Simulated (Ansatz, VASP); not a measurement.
**MgO (MgO (Fm-3m)): VASP beside Ansatz**

Wanted: the spread between two codes on one cell, functional and k mesh. The cell is taken from a series of runs on this material, whose earlier steps may have relaxed, scaled, displaced or heated it; both programs get it as it stands.

Main program and level: Ansatz 0.2.0; plane waves, with VASP 6.6.1 beside it; single point at HSE06 form with 25 % exact exchange.

## 1. Starting point

The structure is cubic, space group Fm-3m (No. 225). Conventional cell: a = 4.215 Å, b = 4.215 Å, c = 4.215 Å, α = 90.00°, β = 90.00°, γ = 90.00°. Nearest to Mg lie 6 O at 2.11 Å. Nearest to O lie 6 Mg at 2.11 Å. Farther neighbours and most contacts between anions are not listed.

Coordinates:

```xyz
2
Lattice="0.0000 2.1074 2.1074 2.1074 0.0000 2.1074 2.1074 2.1074 0.0000" Properties=species:S:1:pos:R:3 pbc="T T T"
Mg    0.0000    0.0000    0.0000
O     2.1074    2.1074    2.1074
```

## 2. VASP: single point, HSE06 form with 25 % exact exchange

A single point gives forces, pressure and levels at one fixed geometry, so differences don't come from the geometry; what else differs is listed under the comparison.

Lines of VASP's logs that name or quote its potential files are left out, and so is its time.

The run reads the wave functions of an earlier VASP run, which isn't shown here.

Input file INCAR:

```
SYSTEM = MgO
PREC = Accurate
ENCUT = 520
EDIFF = 1E-06
NELM = 100
ISMEAR = 0
SIGMA = 0.01
LREAL = .FALSE.
ALGO = Normal
LHFCALC = .TRUE.
AEXX = 0.25
GGA = PE
HFSCREEN = 0.208
LASPH = .TRUE.
NBANDS = 10
PRECFOCK = Fast
LORBIT = 11
LWAVE = .FALSE.
LCHARG = .FALSE.
ISIF = 2
ISYM = 0
```

Input file POSCAR:

```
MgO
1.0
    0.0000000000      2.1074328500      2.1074328500
    2.1074328500      0.0000000000      2.1074328500
    2.1074328500      2.1074328500      0.0000000000
Mg O
1 1
Direct
    0.0000000000      0.0000000000      0.0000000000
    0.5000000000      0.5000000000      0.5000000000
```

Input file KPOINTS:

```
Automatic mesh
0
Gamma
3 3 4
0.25 0.25 0.25
```

Potentials, in the order of the species: Mg and O (PBE family, release 64).

On the command line:

```bash
$ export OMP_NUM_THREADS=3
$ mpirun -np 1 vasp_std
```

Numbers of over 12 decimals in the logs are rounded to 6 here.

What it wrote:

```text
[banner, memory and clock lines left out]
running    1 mpi-ranks, on    1 nodes
 distrk:  each k-point on    1 cores,    1 groups
 distr:  one band on    1 cores,    1 groups
 Offloading initialized ...    1 GPUs detected
 POSCAR found type information on POSCAR MgO
 POSCAR found :  2 types and       2 ions
 LDA part: xc-table for (Slater+PW92), standard interpolation
|                                                                             |
|           W    W    AA    RRRRR   N    N  II  N    N   GGGG   !!!           |
|           W    W   A  A   R    R  NN   N  II  NN   N  G    G  !!!           |
|           W    W  A    A  R    R  N N  N  II  N N  N  G       !!!           |
|           W WW W  AAAAAA  RRRRR   N  N N  II  N  N N  G  GGG   !            |
|           WW  WW  A    A  R   R   N   NN  II  N   NN  G    G                |
|           W    W  A    A  R    R  N    N  II  N    N   GGGG   !!!           |
|                                                                             |
|     Your reciprocal lattice and k-lattice belong to different lattice       |
|     classes:                                                                |
|                                                                             |
|        The reciprocal lattice is body-centered cubic,                       |
|        whereas your k-lattice is base-centered monoclinic.                  |
|                                                                             |
|     Results are often still useful ...                                      |
|                                                                             |

 found WAVECAR, reading the header
 POSCAR, INCAR and KPOINTS ok, starting setup
 FFT: planning ... GRIDC
 FFT: planning ... GRID_SOFT
 FFT: planning ... GRID
 reading WAVECAR
 the WAVECAR file was read successfully
 initial charge from wavefunction
 entering main loop
       N       E                     dE             d eps       ncg     rms          rms(c)
DAV:   1    -0.142064752246E+02   -0.14206E+02   -0.32894E-01   720   0.405E+00    0.286E-01
DAV:   2    -0.142078034355E+02   -0.13282E-02   -0.22999E-03   786   0.418E-01    0.200E-01
DAV:   3    -0.142073484856E+02    0.45495E-03   -0.36078E-04   778   0.121E-01    0.127E-01
DAV:   4    -0.142072059580E+02    0.14253E-03   -0.57674E-05   762   0.733E-02    0.771E-02
DAV:   5    -0.142071551982E+02    0.50760E-04   -0.17803E-05   766   0.521E-02    0.441E-02
DAV:   6    -0.142071387445E+02    0.16454E-04   -0.63026E-06   756   0.303E-02    0.253E-02
DAV:   7    -0.142071332603E+02    0.54842E-05   -0.22192E-06   756   0.169E-02    0.149E-02
DAV:   8    -0.142071314738E+02    0.17865E-05   -0.85054E-07   392   0.102E-02    0.890E-03
DAV:   9    -0.142071308954E+02    0.57841E-06   -0.31959E-07   380   0.679E-03
   1 F= -.14207131E+02 E0= -.14207131E+02  d E =-.220114E-96
```

Parts of OUTCAR (step 2):

```text
ion  position               nearest neighbor table
   1  0.000  0.000  0.000-   2 2.11   2 2.11   2 2.11   2 2.11   2 2.11   2 2.11
   2  0.500  0.500  0.500-   1 2.11   1 2.11   1 2.11   1 2.11   1 2.11   1 2.11

 Found     36 irreducible k-points:

   k-points           NKPTS =     36   k-points in BZ     NKDIM =     36   number of bands    NBANDS=     10

   dimension x,y,z NGX =    24 NGY =   24 NGZ =   24
   dimension x,y,z NGXF=    48 NGYF=   48 NGZF=   48

   ENCUT  =  520.0 eV  38.22 Ry    6.18 a.u.   5.54  5.54  5.54*2*pi/ulx,y,z

   NELECT =       8.0000    total number of electrons

 k-points in reciprocal lattice and weights: Automatic mesh
   0.08333333  0.08333333  0.06250000       0.028
   0.41666667  0.08333333  0.06250000       0.028
  -0.25000000  0.08333333  0.06250000       0.028
   0.08333333  0.41666667  0.06250000       0.028
   0.41666667  0.41666667  0.06250000       0.028
  -0.25000000  0.41666667  0.06250000       0.028
   0.08333333 -0.25000000  0.06250000       0.028
   0.41666667 -0.25000000  0.06250000       0.028
  -0.25000000 -0.25000000  0.06250000       0.028
[...]
0.41666667 -0.25000000 -0.18750000       0.028
  -0.25000000 -0.25000000 -0.18750000       0.028

  exchange ACFDT corr.  =         0.00000000  see jH, gK, PRB 81, 115126

 average (electrostatic) potential at core
       1 -30.8139       2 -63.4318

 E-fermi :   2.0316

 k-point     1 :       0.0833    0.0833    0.0625
  band No.  band energies     occupation
      1     -16.8077      2.00000
      2       1.4958      2.00000
      3       1.8505      2.00000
      4       1.8854      2.00000
      5       8.7946      0.00000
      6      18.7645      0.00000
      7      19.8328      0.00000
      8      19.8347      0.00000
      9      24.7837      0.00000
    ...

 k-point     2 :       0.4167    0.0833    0.0625
  band No.  band energies     occupation
      1     -15.7568      2.00000
      2      -2.2743      2.00000
      3       1.0649      2.00000
      4       1.3323      2.00000
      5      11.7867      0.00000
      6      16.3092      0.00000
      7      19.8156      0.00000
      8      20.5907      0.00000
      9      24.7367      0.00000
    ...

 k-point     3 :      -0.2500    0.0833    0.0625
  band No.  band energies     occupation
      1     -16.0210      2.00000
      2      -1.5190      2.00000
      3       1.2852      2.00000
      4       1.3957      2.00000
      5      11.4666      0.00000
      6      16.1188      0.00000
      7      20.1422      0.00000
      8      20.6986      0.00000
      9      23.5469      0.00000
    ...

  Total       -0.2226843     -0.2226856     -0.2644690     -0.0510313     -0.0069407     -0.0069411
  in kB      -19.0593921    -19.0595018    -22.6357090     -4.3677283     -0.5940534     -0.5940876
  external PRESSURE =     -20.2515343 kB  Pullay stress =       0.0000000 kB

  energy-cutoff  :      520.00
  volume of cell :       18.72
      direct lattice vectors                 reciprocal lattice vectors
     0.000000000  2.107432850  2.107432850    -0.237255484  0.237255484  0.237255484
     2.107432850  0.000000000  2.107432850     0.237255484 -0.237255484  0.237255484
     2.107432850  2.107432850  0.000000000     0.237255484  0.237255484 -0.237255484

 POSITION                                       TOTAL-FORCE (eV/Angst)
 -----------------------------------------------------------------------------------
      0.00000      0.00000      0.00000        -0.000000      0.000002      0.000002
      2.10743      2.10743      2.10743         0.000000     -0.000002     -0.000002
 -----------------------------------------------------------------------------------
    total drift:                               -0.000000      0.000003      0.000003

  FREE ENERGIE OF THE ION-ELECTRON SYSTEM (eV)
  ---------------------------------------------------
  free  energy   TOTEN  =       -14.2071308954 eV

  energy  without entropy=      -14.2071308954  energy(sigma->0) =      -14.20713090

 total charge
# of ion       s       p       d       tot
------------------------------------------
    1        0.143   0.176   0.077   0.397
    2        1.545   3.586   0.000   5.131
--------------------------------------------------
tot          1.689   3.762   0.077   5.528

[... 3 further parts left out ...]
```

The run ends at a pressure of -2.03 GPa.

## 3. Ansatz: single point, HSE06 form with 25 % exact exchange

Ansatz runs on its PAW soft_1 files.

The same cell, functional and mesh now go to Ansatz.

Input file input.yaml:

```yaml
crystal:
  lattice:
    - [0.0, 2.10743285, 2.10743285]
    - [2.10743285, 0.0, 2.10743285]
    - [2.10743285, 2.10743285, 0.0]
  atoms:
    - { symbol: Mg, position: [0.0, 0.0, 0.0] }
    - { symbol: O, position: [0.5, 0.5, 0.5] }
basis:
  ecutwfc: 420.0
  ecutrho_ratio: 4
  xc_grid: 2
  fft_grid_basis: typed
  precision: f64
kpoints:
  mp_grid: { grid: [3, 3, 4], shift: [0.25, 0.25, 0.25] }
  band_path: { path: [VBM, CBM], npoints: 1 }
hamiltonian:
  xc: { preset: hse06, exx: 0.25 }
  pseudopotentials:
    kind: paw
    azcp: { folder: soft_1, O: "soft_1/O.paw.azcp", Mg: "soft_1/Mg.paw.azcp" }
scf:
  max_iter: 80
  occupations: { method: fixed }
output:
  forces: true
checkpoint:
  write: "../host.a25.run"
  compress: false
  write_wavefunctions: true
  write_every: 100000
```

On the command line:

```bash
$ ansatz run input.yaml --threads 32 --pin off --max-ram 84787MiB --backend cuda --events-out ev --progress --plain --runs-dir out --max-vram 78GiB
```

What it wrote:

```text
Warning: kpoints.mp_grid.shift: disabling space-group detection — at a shift other than 0 and half a step a hybrid functional's run that is held to the crystal's symmetry can end above its lowest state, and by default nothing tells of it, so the full k-mesh is solved, and no spatial operation symmetrises the density, except that the density of a phonon batch's undisplaced supercell is averaged over the supercell's ow
exact exchange: scf.exx.singularity resolves to wigner_seitz, which cuts the screened interaction at the faces of the exchange supercell's Wigner-Seitz cell, so that each pair interacts once, at the shortest of its separations (the periodic images that this leaves out come, for a point-like exchange hole, to about 0.023 eV on a filled level). The cut falls within the interaction's reach, and what an exchange supercel
Engine: ansatz 0.2.0, aarch64-unknown-linux-gnu
Pseudopotentials: kind: paw
Pseudopotential: Mg, paw, valence charge 10, recommended cutoff 420 eV (normal), soft_1/Mg.paw.azcp
Pseudopotential: O, paw, valence charge 6, recommended cutoff 420 eV (normal), soft_1/O.paw.azcp
Functional definition: unnamed
  parameter a_1 = 0.25
  parameter omega_1 = 0.207870/angstrom
  exchange = pbe_x + (-a_1)*pbe_x_sr(omega_1) + a_1*exact_x_sr(omega_1)
  correlation = pbe_c
davidson cushion auto → on  (no smearing: the cushion is to keep the highest requested band from converging to the state above it; pin scf.eigensolver.cushion to override)
[...]
Crystal: 2 atoms, lattice volume = 18.719 Å³
Basis set: ecut = 420 eV, 339 PW (Γ), exchange–correlation on 40×40×40 points (8 copies of the dense FFT grid, shifted against one another)
Bands: 12, of which v1, the nominal top of the filled ones, is band 8 counted from 1 (7 counted from 0)
Symmetry: 1 space group operations
k-points: 36
Non-local potential: Mg, projectors of the file, l = 0: 3, l = 1: 2, l = 2: 1
Non-local potential: O, projectors of the file, l = 0: 2, l = 1: 2, l = 2: 1
PAW form: soft (Blöchl's): semilocal exchange-correlation on the pseudo side does not see the compensation charge
PAW frozen core: Mg, regenerated for the run's functional, and the local potential with it (the file was generated under x = pbe(κ = 0.804, μ = 0.219515), c = pbe(β = 0.066725))
PAW frozen core: O, regenerated for the run's functional, and the local potential with it (the file was generated under x = pbe(κ = 0.804, μ = 0.219515), c = pbe(β = 0.066725))
PAW one-centre angular grid: Mg, 110 points (default); XC on 96 Gauss nodes
PAW one-centre angular grid: O, 110 points (default); XC on 96 Gauss nodes
Initial density: superposition of atomic densities (chi_scale 0.1, normalization cell, long waves kept (reshape's long-wave potential 0.00 eV rms))
Initial wavefunctions: pseudopotential atomic-orbital guess
[...]
Functional: x = pbe(κ = 0.804, μ = 0.219515), c = pbe(β = 0.066725), warm-up for x = pbe(κ = 0.804, μ = 0.219515) + 0.25 (exact − pbe) at short range (hse, ω = 0.207870 Å⁻¹), c = pbe(β = 0.066725); HSE06 as pw.x's `hse` composes it (authors' and Libxc's form: `xc: wpbeh`)
SCF iter   1: F=—  HF=-2494.069688 eV  |Δ(HF+E_count)|=         —  Δρ=7.12e-2  dr2=5.04e-1  Hψ=1549
preconditioner: auto → none  [insulator: Δε(μ)=4.845 eV  Ē_g=18.320 eV  n_scr=8 (ndim 8)  ℏωp=24.3 eV  f_vac=0.000]
SCF iter   2: F=—  HF=-2494.067464 eV  |Δ(HF+E_count)|=   2.22e-3  Δρ=2.86e-2  dr2=8.22e-2  Hψ=1164
[...]
SCF iter   3: F=-2494.120699 eV  HF=-2494.117872 eV  |Δ(HF+E_count)|=   5.04e-2  Δρ=4.66e-3  dr2=2.57e-3  Hψ=2178
SCF 1 stopped early in 3 iterations: F = -2494.120699 eV  dr2 = 2.57e-3
  greatest PAW one-centre occupation: 1.000 electrons in one spin orbital (limit 2), on the Mg atom at site 0 (counted from 0), in its partial waves of l = 0
[...]
Exchange kernel: α = 0.2500, screened, ω = 0.2079 Å⁻¹, Wigner–Seitz truncation, v(0) = 840.4707 eV·Å³, q-mesh 3×3×4, nearest image of the exchange supercell L = 8.94 Å, pair-density grid 12×12×12, without the augmentation charges, whose exchange is taken in its separable form by FFT convolution over the k-point mesh (sized by the pseudopotential files, 18×18×18 at the most), smooth part of the exact exchange by densi
Frozen-core exchange: fock
SCF iter   1: F=—  HF=-2494.330395 eV  |Δ(HF+E_count)|=         —  Δρ=1.15e-2  dr2=1.65e-2  Hψ=1571
preconditioner: auto → none  [insulator: Δε(μ)=6.908 eV  Ē_g=21.040 eV  n_scr=8 (ndim 8)  ℏωp=24.3 eV  f_vac=0.000]
SCF iter   2: F=—  HF=-2494.329921 eV  |Δ(HF+E_count)|=   4.74e-4  Δρ=4.56e-3  dr2=1.65e-3  Hψ=1008
[...]
SCF iter   7: F=-2494.333563 eV  HF=-2494.333563 eV  |Δ(HF+E_count)|=   3.22e-7  Δρ=1.58e-5  dr2=4.45e-7  Hψ=1020
SCF 2 stopped early in 7 iterations: F = -2494.333563 eV  dr2 = 4.45e-7
  Residual-converged pass: ⟨swp⟩=3.1  Hψ=1040  notcnv=0  max |occ|·‖R‖ = 6.4e-6 eV (tolerance 6.7e-6 eV)  dr2=4.43e-7  dr2_onsite=2.74e-9  max |Δocc| = 0.0e0
hybrid outer 1: dexx = +3.626e-3 eV, tail = 3.24e-5 eV
[...]
Exchange kernel: α = 0.2500, screened, ω = 0.2079 Å⁻¹, Wigner–Seitz truncation, v(0) = 840.4707 eV·Å³, q-mesh 3×3×4, nearest image of the exchange supercell L = 8.94 Å, pair-density grid 12×12×12, without the augmentation charges, whose exchange is taken in its separable form by FFT convolution over the k-point mesh (sized by the pseudopotential files, 18×18×18 at the most), smooth part of the exact exchange by densi
Frozen-core exchange: fock
SCF iter   1: F=—  HF=-2494.333507 eV  |Δ(HF+E_count)|=         —  Δρ=5.44e-5  dr2=4.79e-7  Hψ=1008
[...]
SCF iter   2: F=—  HF=-2494.333507 eV  |Δ(HF+E_count)|=   6.15e-8  Δρ=9.55e-6  dr2=2.64e-8  Hψ=1459
SCF iter   3: F=—  HF=-2494.333507 eV  |Δ(HF+E_count)|=   1.39e-7  Δρ=5.96e-6  dr2=6.42e-9  Hψ=1483
SCF iter   4: F=-2494.333507 eV  HF=-2494.333507 eV  |Δ(HF+E_count)|=   1.77e-9  Δρ=9.52e-7  dr2=9.07e-11  Hψ=1193
SCF 3 converged in 4 iterations: F = -2494.333507 eV  dr2 = 9.07e-11
  Residual-converged pass: ⟨swp⟩=3.0  Hψ=1138  notcnv=0  max |occ|·‖R‖ = 3.9e-7 eV (tolerance 4.4e-7 eV)  dr2=9.17e-11  dr2_onsite=2.79e-11  max |Δocc| = 0.0e0
hybrid outer 2: dexx = +1.173e-7 eV, tail = 1.11e-8 eV, Δε = 2.06e-3 eV (about 7.36e-5 eV left of the loop's levels), ΔF = 1.87e-4 eV/Å (tail 9.67e-5)
[...]
NSCF: frozen V_eff on 216 k-points, pencils in batches of 32, up to order 56
[...]
NSCF: frozen V_eff on 216 k-points, pencils in batches of 32, up to order 56
[...]
NSCF: frozen V_eff on 64 k-points, pencils in batches of 32, up to order 56
[...]
NSCF: frozen V_eff on 14 k-points, pencils in batches of 32, up to order 56
[...]
NSCF: frozen V_eff on 14 k-points, pencils in batches of 32, up to order 56
[...]
NSCF: frozen V_eff on 14 k-points, pencils in batches of 32, up to order 56
[...]
NSCF: frozen V_eff on 14 k-points, pencils in batches of 32, up to order 56
[...]
NSCF: frozen V_eff on 20 k-points, pencils in batches of 32, up to order 56
[...]
NSCF: frozen V_eff on 18 k-points, pencils in batches of 32, up to order 56
[...]
NSCF: frozen V_eff on 3 k-points
[...]
NSCF: frozen V_eff on 4 k-points
[...]
NSCF: frozen V_eff on 2 k-points
hybrid SCF converged: 2 outer / 11 inner (+3 warm-up), last move |dexx| = 1.17e-7 eV, tail = 1.11e-8 eV
Stability not checked: this state was not tested for a lower state beside it, because the functional holds exact exchange (a hybrid, or Hartree-Fock), whose exchange loop this test does not read (fock_operator; see scf.lower_state_search)
Free energy (F): -2494.333507 eV
Frozen-core exchange: fock
Harris-Foulkes:  -2494.333507 eV  (|F-HF|=5.09e-11)
Internal energy: -2494.333507 eV  (E = F + TS)
E sigma→0 (E₀):  -2494.333507 eV
Fermi energy:    6.742747 eV
--- Per-component energies (eV) ---
  E_band       = -341.433133
  E_kinetic    = 244.572571
  E_local      = -1694.497909  (includes V_loc(G=0)·N_el)
  E_nonlocal   = 244.856890
  E_hartree    = 563.345769
  E_xc         = -81.213707
  E_vxc        = -103.077496  (∫ρ·V_xc dr)
  E_exx        = -71.495429  (= α·E_x^exact, valence–valence)
  E_paw        = -411.331852  (= ΣΔE_a)
  E_vpaw       = -16.988598  (= ΣTr[D̂ρ^β])
  E_aug_tail   = 0.000716  (compensation charges beyond the density's cutoff)
  E_ewald      = -1288.509014
  E_core_change = -0.061541  (= ΣΔE_core)
  E_smearing   = -0.000000  (= −TS)
  E_closure    = 0.000000  (closes the sum)
  Σ components = -2494.333507   (vs F -2494.333507, Δ=0.00e0)
--- Forces (eV/Å), atoms counted from 1 ---
  atom   1  Mg     0.00000170     0.00000092    -0.00000172
  atom   2  O     -0.00000138     0.00000153    -0.00000212
  max |Σ_I F_I| component: 3.84e-6 eV/Å
--- Band table (eV; the first three rows and the last of 36) ---
  k-point 0: bands = ["-69.8441", "-34.7219", "-34.7169", "-34.7166", "-11.9370", "6.3612", "6.7137", "6.7427", "13.6841", "23.6273"]
  k-point 1: bands = ["-69.8398", "-34.7625", "-34.7258", "-34.7184", "-11.2924", "3.8782", "6.1031", "6.4250", "16.0753", "21.0961"]
  k-point 2: bands = ["-69.8358", "-34.8009", "-34.7278", "-34.7245", "-10.6045", "1.9901", "5.8116", "6.0192", "16.8292", "21.5641"]
  k-point 35: bands = ["-69.8407", "-34.7548", "-34.7214", "-34.7200", "-11.4326", "4.2946", "6.3619", "6.4184", "15.6457", "21.3055"]
  guard bands above this table: 2 of the run's 12 bands. The solve was not asked for them (output.publish_guard_bands: true or output.eigenvalues: true publishes all)
```

The column dr2 measures how far the density is from self-consistency, as an energy; F and HF (Harris–Foulkes) agree once it is small.

## 4. Comparison

Known differences besides the potentials themselves: exact exchange at q = 0 is treated differently, which shows on coarse meshes; VASP keeps PBE cores, Ansatz makes them for the functional; fixed occupations in Ansatz, narrow Gaussian smearing in VASP; the data sets hold 16 valence electrons in Ansatz (on its PAW soft_1 files) and 8 in VASP; the cutoff is 420 eV in Ansatz and 520 eV in VASP; VASP takes a coarser grid for exact exchange (PRECFOCK = Fast). Total energies have different zeros and are not compared.

Compared:

| quantity | Ansatz | VASP | difference |
| --- | --- | --- | --- |
| gap on the k mesh (eV) | 6.941 | 6.909 | +0.032 |

A gap on the mesh is an upper bound, since the band edges may lie between its points.

## 5. Outcome

| Property | Result |
| --- | --- |
| difference in gap on the k mesh (single point, HSE06 form with 25 % exact exchange) | 0.032 eV |

In words: The difference in gap on the k mesh is 0.032 eV (single point, HSE06 form with 25 % exact exchange), within the 0.08 eV picked in this series as the mark of a large difference. The data sets hold unlike numbers of valence electrons (16 in Ansatz and 8 in VASP), so part of the differences comes from the potentials. Such differences can come from data sets, numerical settings and the points named under the comparisons, not from the functional's error against experiment.

[Lines on the potential files, build, host, timing and source positions are cut from VASP's logs without a mark.]

[Logs are printed without paths, hosts, clocks, repeated set-up lines and the standing remarks that a program may print on its own settings, such as how far it seeks lower states.]

[Hosts, paths, dates, database ids (printed as entryN), source tags and the programs' standing remarks are cut or masked in the printed files.]
